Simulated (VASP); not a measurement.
Here is a VASP 6.6.1 calculation.

Contents of INCAR:

```
SYSTEM = Be4TeSe3
PREC = Accurate
ENCUT = 520
EDIFF = 1E-7
ISMEAR = 0
SIGMA = 0.03
LREAL = .FALSE.
LASPH = .TRUE.
NELM = 120
ALGO = Normal
ISIF = 3
LWAVE = .FALSE.
LCHARG = .FALSE.
GGA = PE
IBRION = 2
NSW = 60
EDIFFG = -0.005
POTIM = 0.3
KPAR = 4
```

File KPOINTS:

```
Automatic mesh
0
G
  6 6 4
  0 0 0
```

The input POSCAR:

```
Be4TeSe3                                
1.0
    3.7574965305      0.0000000000      0.0000000000
    0.0000000000      3.7574965305      0.0000000000
    0.0000000000      0.0000000000     10.5900068838
  Be              Te              Se            
     4     1     3
Direct
     0.5000000000000000    0.0000000000000000    0.3801655381088852
     0.0000000000000000    0.5000000000000000    0.6198344618911148
     0.0000000000000000    0.5000000000000000    0.1408201187381740
     0.5000000000000000    0.0000000000000000    0.8591798812618259
     0.0000000000000000    0.0000000000000000    0.0000000000000000
     0.5000000000000000    0.5000000000000000    0.2601839393194131
     0.0000000000000000    0.0000000000000000    0.5000000000000000
     0.5000000000000000    0.5000000000000000    0.7398160606805870
```

Potentials or basis: VASP PAW PBE potentials, release 64 (Be, Te, Se).

Run with:

```sh
$ cat potpaw_PBE.64/Be/POTCAR potpaw_PBE.64/Te/POTCAR potpaw_PBE.64/Se/POTCAR > POTCAR
$ mpirun -np 4 vasp_std > vasp.out
```

**Question.** Predict the band gap on the k mesh.

**Answer.** 2.15 eV, direct.

Final structure:
```
CELL_PARAMETERS angstrom
3.75776 0.00000 0.00000
0.00000 3.75776 0.00000
0.00000 0.00000 10.58932
ATOMIC_POSITIONS crystal
Be 0.50000 0.00000 0.38018
Be 0.00000 0.50000 0.61982
Be 0.00000 0.50000 0.14084
Be 0.50000 0.00000 0.85916
Te 0.00000 0.00000 0.00000
Se 0.50000 0.50000 0.26017
Se 0.00000 0.00000 0.50000
Se 0.50000 0.50000 0.73983
```

Caveat: spin-orbit coupling is left out, which moves the levels of the heavy elements. A k mesh can miss the band edges.
